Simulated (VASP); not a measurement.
Sn (space group I4_1/amd): computed properties

Level of theory: r2SCAN meta-GGA, VASP's PBE PAW potentials (set 64) (plane waves; VASP 6.6.1).

- space group = I4_1/amd (141)
- cell = a = 5.8731 Å, b = 5.8731 Å, c = 3.1942 Å, α = 90.00°, β = 90.00°, γ = 90.00°
- volume per atom = 27.54 Å³/atom
- band gap (over mesh and band path) = none (metal, semimetal or under 0.01 eV)
- density = 7.16 g/cm³

Space group I4₁/amd, origin choice 1 (No. 141); a = b = 5.873 Å, c = 3.194 Å, α = β = γ = 90.00°

```
atom  site  symmetry       x       y       z
----  ----  --------  ------  ------  ------
Sn      4a      -4m2  0.0000  0.0000  0.0000
```
(The calculation used a cell of 2 atoms; values per cell refer to that cell.)

Unless said otherwise, spin-orbit coupling is left out, though it shifts the bands of the heavy elements here.

The structure comes from a computed database's Sn entry (I4_1/amd); how it stands against other phases isn't given here. It was relaxed first. Symmetry was kept, so distortions that lower it aren't found.
